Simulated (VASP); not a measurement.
**HfSb (relaxed from the zinc blende structure, space group F-43m): computed properties**

Computed with PBEsol GGA, VASP's PBE PAW potentials (set 64) (plane waves; VASP 6.6.1).

| Quantity | Value |
|---|---|
| space group | F-43m (216) |
| cell | a = b = c = 6.4041 Å, α = β = γ = 90.00° |
| volume per atom | 32.83 Å^3/atom |
| band gap (over mesh and band path) | none (metal, semimetal or under 0.01 eV) |
| density | 7.59 g/cm³ |

HfSb is modelled in the cubic space group F-43m (No. 216), the zinc blende structure, Pearson symbol cF8. Lattice parameters: a = b = c = 6.404 Å, α = β = γ = 90.00°. Hf on 4a has 4 Sb at 2.773 Å (tetrahedral). Sb on 4d is surrounded by 4 Hf at 2.773 Å (tetrahedral). (Neighbours: up to the widest gap in distance over summed covalent radii, below 1.35, at either atom; cation-cation and far metal-metal contacts left out.)
(The calculation used a cell of 2 atoms; values per cell refer to that cell.)

Unless said otherwise, spin-orbit coupling is left out, though it shifts the bands of the heavy elements here.

The structure was generated: HfSb was put into the zinc blende type (F-43m), which need not be its known phase. It was relaxed first, which changed the volume by -31 %. Symmetry was kept, so distortions that lower it aren't found. The electron count is odd and the run is not spin-polarised, which forces a metal.
